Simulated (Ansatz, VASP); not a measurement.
CdNiSe3: VASP beside Ansatz

```
Cd Ni Se
1.0
     4.76738    0.00000    0.00000
     0.00000    4.76738    0.00000
     0.00000    0.00000    4.76738
Cd Ni Se
1 1 3
Direct
  0.50000 0.50000 0.50000
  0.00000 0.00000 0.00000
  0.50000 0.00000 0.00000
  0.00000 0.50000 0.00000
  0.00000 0.00000 0.50000
```

The cell was built by a generator and needn't be a form met in nature.

Alike in both runs: task relaxation of cell and atoms; functional RPBE; k mesh 5 × 5 × 5; occupations fermi-dirac, width 0.05 eV; collinear spin, ferromagnetic start.

```csv
,VASP,Ansatz
version,VASP 6.6.1,Ansatz 0.2.0
potentials or method,"VASP PAW PBE potentials, release 64 (Cd, Ni, Se)",Ansatz PAW
plane-wave cutoff (eV),600,420
valence electrons in the cell,40,86
```

Ansatz gave:

| Quantity | Value |
| --- | --- |
| gap on the k mesh at the Fermi level, each at its own relaxed structure (eV) | none |
| net moment per atom (μB) | 0.00 |
| relaxed volume (Å³/atom) | 22.45 |
| relaxed cell length with the largest relative difference (Å) | 4.824 |
| energy change over the relaxation (meV/atom) | -5 |

**Question.** Which values does VASP return?

**Answer.** gap on the k mesh at the Fermi level, each at its own relaxed structure (eV): none; net moment per atom (μB): 0.00; relaxed volume (Å³/atom): 22.50; relaxed cell length with the largest relative difference (Å): 4.827; energy change over the relaxation (meV/atom): -6.

A gap of «none» marks a metal or a gap that the smearing closes. The two sets of potentials don't hold the same shells in valence.

Caveats: the PAW data sets were made with another functional, which shifts forces and pressure a little (VASP); the plane-wave basis is chosen anew once the cell has moved, so the energies of steps on either side of that aren't comparable (Ansatz); the PAW data sets come from PBE, with cores solved anew for the run's functional, which leaves a small shift of forces and pressure (Ansatz); the starting moments weren't kept (Ansatz). With open d or f shells a metallic result of RPBE can be an artefact of self-interaction; +U or a hybrid may open a gap.
